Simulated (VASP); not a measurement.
An input for Ansatz (written as the equivalent of a VASP run, and not itself run):

Ansatz 0.2 input:
```yaml
crystal:
  lattice:
    - [1.7026653, 0.9830344, 6.0964961]
    - [-1.7026653, 0.9830344, 6.0964961]
    - [0.0000000, -1.9660677, 6.0964961]
  atoms:
    - { symbol: Ge, position: [0.0000000, 0.0000000, 0.0000000] }
    - { symbol: S, position: [0.2577306, 0.2577306, 0.2577306] }
    - { symbol: S, position: [0.7422694, 0.7422694, 0.7422694] }
kpoints:
  mp_grid: { grid: [7, 7, 7] }
hamiltonian:
  xc: pbesol
  pseudopotentials: { kind: paw }
scf:
  occupations: { method: gaussian, width: 0.05 }
  max_iter: 100
relax:
  max_steps: 60
  f_tol: 0.02
  cell: {}
output: { forces: true, stress: true, eigenvalues: true }
```

Write the VASP files for the same calculation (PBEsol).

Several could match; the one computed here: 
### INCAR
```
! general
SYSTEM  = GeS2
PREC    = Accurate
ENCUT   = 400
LREAL   = .FALSE.
LASPH   = .TRUE.

! electronic loop
EDIFF   = 1E-6
NELM    = 100
ALGO    = Normal
LMAXMIX = 4

! smearing
ISMEAR  = 0
SIGMA   = 0.05

! functional
GGA     = PS

! ions
IBRION  = 2
NSW     = 60
ISIF    = 3
EDIFFG  = -0.02

! output
LWAVE   = .FALSE.
LCHARG  = .FALSE.
```

File KPOINTS:
```
Automatic mesh
0
Gamma
7 7 7
0 0 0
```

File POSCAR:
```
GeS2
1
    1.7026652706     0.9830344317     6.0964961367
   -1.7026652706     0.9830344317     6.0964961367
    0.0000000000    -1.9660677238     6.0964961069
Ge S
1 2
Direct
  0.0000000000   0.0000000000   0.0000000000
  0.2577305969   0.2577305969   0.2577305969
  0.7422694031   0.7422694031   0.7422694031
```

POTCAR, in this order: Ge_d S (PBE.64 set). Program: vasp_std.

The two are equivalent in intent, not identical: each code has its own PAW files, so the cut-off isn't converted (ENCUT is set for VASP's; basis.ecutwfc is left out, and Ansatz then takes the one that its files recommend); Ansatz stops its SCF on the density residual and VASP on the energy change (EDIFF).

The structure was generated: GeS2 was put into the CdCl2 type (R-3m), which need not be its known phase. This run relaxes it. Symmetry was kept, so distortions that lower it aren't found. The start is the result of an earlier pass.
